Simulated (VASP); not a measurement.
An input for Ansatz (written as the equivalent of a VASP run, and not itself run):

Ansatz 0.2 input:
```yaml
crystal:
  lattice:
    - [1.2550000, -2.1737240, 0.0000000]
    - [1.2550000, 2.1737240, 0.0000000]
    - [0.0000000, 0.0000000, 4.0700000]
  atoms:
    - { symbol: Co, position: [0.3333330, 0.6666670, 0.2500000], spin: 1.8 }
    - { symbol: Co, position: [0.6666670, 0.3333330, 0.7500000], spin: 1.8 }
kpoints:
  mp_grid: { grid: [15, 15, 8] }
hamiltonian:
  xc: pbe
  pseudopotentials: { kind: paw }
magnetization: { spin_polarized: true }
scf:
  occupations: { method: methfessel_paxton, width: 0.1 }
  max_iter: 100
output: { forces: true, stress: true, eigenvalues: true }
```

**Question.** Translate this input to VASP (INCAR, KPOINTS, POSCAR, choice of POTCAR).

**Answer.** This is not unique; one that fits is 
### POSCAR
```
Co
2.510
  0.5000000000  -0.8660254980   0.0000000000
  0.5000000000   0.8660254980   0.0000000000
  0.0000000000   0.0000000000   1.6215139442
Co
2
Cart
  0.5000000000   0.2886757434   0.4053784861
  0.5000000000  -0.2886757434   1.2161354582
```

File KPOINTS:
```
K-points
0
Gamma
 15 15 8
```

**INCAR**
```
# general
SYSTEM  = Co
PREC    = Normal
ENCUT   = 400
LREAL   = .FALSE.
LASPH   = .TRUE.

# electronic loop
EDIFF   = 1E-6
NELM    = 100
ALGO    = Normal
LMAXMIX = 4

# smearing
ISMEAR  = 1
SIGMA   = 0.1

# functional
GGA     = PE

# spin
ISPIN   = 2
MAGMOM  = 1.8 1.8

# ions
ISIF    = 2

# output
LWAVE   = .FALSE.
LCHARG  = .FALSE.
LORBIT  = 10
```

POTCAR, in this order: Co (PBE.64 set). Program: vasp_std.

What does not carry over: each code has its own PAW files, so the cut-off isn't converted (ENCUT is set for VASP's; basis.ecutwfc is left out, and Ansatz then takes the one that its files recommend); Ansatz stops its SCF on the density residual and VASP on the energy change (EDIFF).

The compound is Co in the hcp structure. The cell was not relaxed at this level. The run is one of a series of settings (PREC = Normal against the base run), some of them coarse on purpose.
